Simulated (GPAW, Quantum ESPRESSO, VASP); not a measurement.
Code comparison for ScZn3 (P6_3/mmc, 8 atoms in the cell)

Self-consistent single point.

```
ScZn3
1.0
    5.80685     0.00000     0.00000
   -2.90342     5.02888     0.00000
    0.00000     0.00000     4.28978
Sc Zn
2 6
Cartesian
  0.00000   3.35259   3.21733
  2.90343   1.67629   1.07244
  2.90342   3.44644   3.21733
  0.00000   1.58244   1.07244
 -1.53299   4.23766   1.07244
  4.43642   0.79122   3.21733
  1.37043   0.79122   3.21733
  1.53299   4.23766   1.07244
```

Shared settings, as Quantum ESPRESSO writes them: occupations = smearing; smearing = fermi-dirac; degauss = 0.0036749 Ry; K_POINTS = automatic 5 5 5 0 0 0. Potentials and cutoffs stand in the table.

| code | model | pressure (GPa) | largest force (eV/Å) | cutoff |
|---|---|---|---|---|
| VASP | PBEsol, VASP's PBE PAW potentials (set 64) | 0.42 | 0.024 | 300 eV |
| GPAW | PBEsol, GPAW PAW datasets PBEsol (made by gpaw-setup) | 0.40 | 0.012 | 800 eV |
| Quantum ESPRESSO | PBEsol, GBRV 1.5 ultrasoft (PBESOL) pseudopotentials | -0.09 | 0.023 | 50 Ry |

The spread over the programs that give each value: pressure within 0.51 GPa; largest force within 0.012 eV/Å.

VASP's run is marked for a possible Pulay error in its stress at this cutoff; no cutoff test was made.

The starting cell comes from a database of computed structures (which also holds hypothetical and non-ambient phases and stackings), without a prior relaxation at this level. Its lattice was rescaled by a random factor within 2.5 % of one.

Left out of this page: Ansatz and SIESTA (not drawn, or without a comparable value); FLEUR (with a known weakness of the program).
